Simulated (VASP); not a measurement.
LaMg6Mn under changes of volume

One of the cells (24.903 Å³/atom); the others are scaled copies at fixed shape and fractional positions:

```
CELL_PARAMETERS angstrom
5.15000 0.00000 0.00000
0.00000 3.33711 5.79615
0.00000 -3.33711 5.79615
ATOMIC_POSITIONS crystal
La 0.50000 0.67487 0.67487
Mn 0.00000 0.83612 0.83612
Mg 0.50000 0.16255 0.16255
Mg 0.50000 0.15785 0.68031
Mg 0.50000 0.68031 0.15785
Mg 0.00000 0.33332 0.33332
Mg 0.00000 0.31648 0.83850
Mg 0.00000 0.83850 0.31648
```

The cell comes from a database or a generator and needn't be the stable form of this composition.

| Property | Result |
| --- | --- |
| Program | VASP 6.6.1 |
| Functional | PBE |
| Potentials or basis | VASP PAW PBE potentials, release 64 (La, Mn_pv, Mg) |
| Cutoff | 520 eV |
| k mesh | 5 × 5 × 5 |
| Occupations | fermi-dirac, width 0.05 eV |
| Spin | collinear spin, ferromagnetic start |
| Starting moments | [0.0, 4.0, 0.0, 0.0, 0.0, 0.0, 0.0, 0.0] μB |

| volume (Å³/atom) | energy over the lowest point (meV/atom) | pressure (GPa) | moment (μB per cell) | largest force (eV/Å) |
| --- | --- | --- | --- | --- |
| 22.950 | ? | ? | ? | ? |
| 23.438 | 2.35 | 1.2 | 3.85 | 0.124 |
| 23.927 | 0.00 | 0.4 | 3.87 | 0.114 |
| 24.903 | 2.02 | -1.0 | 3.89 | 0.096 |
| 25.392 | 5.99 | -1.6 | 3.90 | 0.087 |
| 25.880 | 11.69 | -2.1 | 3.92 | 0.080 |

Question: What does the run at 22.950 Å³/atom give?

Answer: Energy over the lowest point 7.25 meV/atom; pressure 2.1 GPa; moment 3.84 μB per cell; largest force 0.134 eV/Å.

Worked out: A Birch-Murnaghan fit of order 3 (a polynomial in V^(-2/3)) to the other rows has its minimum at 24.18 Å³/atom with B0 = V·E''(V) = 36 GPa and B' = 3.7 at fixed shape and positions, which overstates the stiffness. It gives 7.23 meV/atom at 22.950 Å³/atom, against the run's 7.25, and -dE/dV = 2.0 GPa, against 2.1. A straight line through the other rows of the moment, of slope 0.0264 μB per Å³/atom, extrapolates to 3.84 μB, against the run's 3.84.

Energies are extrapolated to zero smearing.
